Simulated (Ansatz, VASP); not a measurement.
## Two plane-wave programs on MgVBr2O

INCAR

```
ALGO     = Normal         # electronic algorithm
EDIFF    = 1E-7           # SCF threshold, eV
ENCUT    = 520            # plane-wave cutoff, eV
GGA      = PE             # functional
ISIF     = 2              # what is computed and relaxed
ISMEAR   = -1             # smearing method
ISPIN    = 2              # spin polarisation
LASPH    = T              # aspherical terms in the spheres
LCHARG   = T              # write CHGCAR
LELF     = T              # ELF
LMAXMIX  = 4              # l up to which the mixer works
LORBIT   = 11             # projections on sites
LREAL    = F              # projectors in reciprocal space
LVHAR    = T            
LWAVE    = F              # write WAVECAR
MAGMOM   = 0 0 2 0 0      # initial moments
NBANDS   = 30             # bands
NELM     = 150            # most SCF steps
PREC     = Accurate       # precision mode
SIGMA    = 0.05           # smearing width, eV
```

The input KPOINTS:

```
k-points
0
Gamma
  7 7 4
```

Contents of POSCAR:

```
MgVBr2O
1.0
    3.9789696145      0.0000000000      0.0000000000
    0.0003202109      4.3444776426      0.0000000000
    1.9635126444      2.1293325701      7.1771301434
Br V Mg O
2 1 1 1
Direct
    0.3744640000      0.8752010000      0.2546500000
    0.6255360000      0.1247990000      0.7453500000
    0.0000000000      0.0000000000      0.0000000000
    0.5000000000      0.5000000000      0.0000000000
    0.0000000000      0.5000000000      0.0000000000
```

input.yaml

```yaml
crystal:
  lattice:
    - [3.9789696145, 0.0, 0.0]
    - [0.0003202109, 4.3444776426, 0.0]
    - [1.9635126444, 2.1293325701, 7.1771301434]
  atoms:
    - { symbol: Br, position: [0.374464, 0.875201, 0.25465] }
    - { symbol: Br, position: [0.625536, 0.124799, 0.74535] }
    - { symbol: V, position: [0.0, 0.0, 0.0], spin: 2.0 }
    - { symbol: Mg, position: [0.5, 0.5, 0.0] }
    - { symbol: O, position: [0.0, 0.5, 0.0] }
hamiltonian:
  xc: pbe
  pseudopotentials: { kind: paw }
magnetization:
  spin_polarized: true
kpoints:
  mp_grid: { grid: [7, 7, 4] }
scf:
  occupations: { method: fermi_dirac, width: 0.05 }
output:
  forces: true
  stress: true
  eigenvalues: true
  write_density: true
  write_potential: true
  elf: true
  volumetric_format: npy
```

The cell comes from a database or a generator and needn't be the stable form of this composition.

Alike in both runs: task single point; functional PBE; k mesh 7 × 7 × 4; occupations fermi-dirac, width 0.05 eV; collinear spin, ferromagnetic start.

```csv
,VASP,Ansatz
version,VASP 6.6.1,Ansatz 0.2.0
potentials or method,"VASP PAW PBE potentials, release 64 (Br, V_sv, Mg, O)",Ansatz PAW
plane-wave cutoff (eV),520,420
valence electrons in the cell,35,43
```

VASP gave:

* gap on the k mesh at the Fermi level (eV): 0.41
* least direct gap on the mesh (eV): 0.54
* pressure (GPa): -1.7
* largest component of the traceless stress (GPa): 0.53
* rms of the force components (eV/Å): 0.100
* net moment per atom (μB): 0.60
* size of the moment on the site where the two differ most (μB): 2.57

Task: What did Ansatz give for the same quantities?

Result: gap on the k mesh at the Fermi level (eV): 0.42; least direct gap on the mesh (eV): 0.55; pressure (GPa): -1.7; largest component of the traceless stress (GPa): 0.49; rms of the force components (eV/Å): 0.099; net moment per atom (μB): 0.60; size of the moment on the site where the two differ most (μB): 2.19.

Site moments also hang on the region over which each program counts them. Atom by atom the forces differ by 0.001 eV/Å (rms over components). With one functional, cell and mesh, what is left measures potentials, basis and numerics. The two sets of potentials don't hold the same shells in valence.

Caveats: an odd mesh through Γ misses points on the zone boundary, where band edges often lie (VASP); odd divisions of the mesh miss points on the zone boundary, where band edges often lie, so the gap on the mesh can be too wide (Ansatz). Expect the measured gap to be larger: semilocal functionals such as PBE lack the derivative discontinuity.
